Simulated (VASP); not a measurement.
Data:

```
P
1.0
    1.63641    -5.13162     0.00000
    1.63641     5.13162     0.00000
    0.00000     0.00000     4.24672
P
4
Direct
  0.10310   0.89690   0.92217
  0.39690   0.60310   0.42217
  0.60310   0.39690   0.57783
  0.89690   0.10310   0.07783
```

Method: rev-vdW-DF2, VASP's PBE PAW potentials (set 64) (plane waves; VASP). Run with 520 eV cut-off, 7×7×5 Γ-centred mesh, Gaussian smearing of 0.050 eV, potentials P.

Task: The ions and cell shape at fixed volume are relaxed. Predict the relaxed structure.

Result: 
```
P
1.0
    1.67024    -5.09771     0.00000
    1.67024     5.09771     0.00000
    0.00000     0.00000     4.18839
P
4
Cartesian
  1.67024   4.01151   3.88502
  1.67024   1.08620   1.79082
  1.67024  -1.08620   2.39757
  1.67024  -4.01151   0.30337
```
Space group Cmce (64), at a tolerance of 0.03 Å.

Task: How much energy does the relaxation gain?

Result: The energy (σ→0) changes by -12.6 meV/atom, in 9 ionic steps.

The compound is P in the black structure. This cell is one point of a volume scan, at 0.94 of the reference volume. Symmetry was kept, so distortions that lower it aren't found. The k-mesh is coarse (spacing up to 0.30 per Å, 2π included), so the numbers may not be converged in it.
